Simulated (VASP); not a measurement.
Data:

```
CELL_PARAMETERS angstrom
      5.52341     0.00000     0.00000
      0.00000     5.52341     0.00000
      0.00000     0.00000     5.52341
ATOMIC_POSITIONS crystal
  Cs 0.00000 0.00000 0.00000
  Pb 0.50000 0.50000 0.50000
  Cl 0.50000 0.00000 0.50000
  Cl 0.00000 0.50000 0.50000
  Cl 0.50000 0.50000 0.00000
```

The numbers are results of optB86b-vdW, VASP's PBE PAW potentials (set 64) (plane waves; VASP), not measurements. Run with 520 eV cut-off, 4×4×4 Γ-centred mesh, Gaussian smearing of 0.050 eV, potentials Cs_sv Pb_d Cl.

Unless said otherwise, spin-orbit coupling is left out, though it shifts the bands of the heavy elements here.

Task: Predict the energy per atom (σ→0), pressure, band gap (on the k-mesh) with the smallest direct gap where there is one.

Result: 
- band gap (on the k-mesh): 1.74 eV
- smallest direct gap (on the k-mesh): 1.74 eV
- energy per atom (σ→0): -1.319 eV/atom
- pressure: 19.3 kbar

The absolute energy has meaning only against runs of the same code, potentials and settings.

The compound is CsPbCl3 in the cubic perovskite structure, the ideal cubic form; the compound distorts at low or room temperature. This cell is one point of a volume scan, at 0.94 of the reference volume.
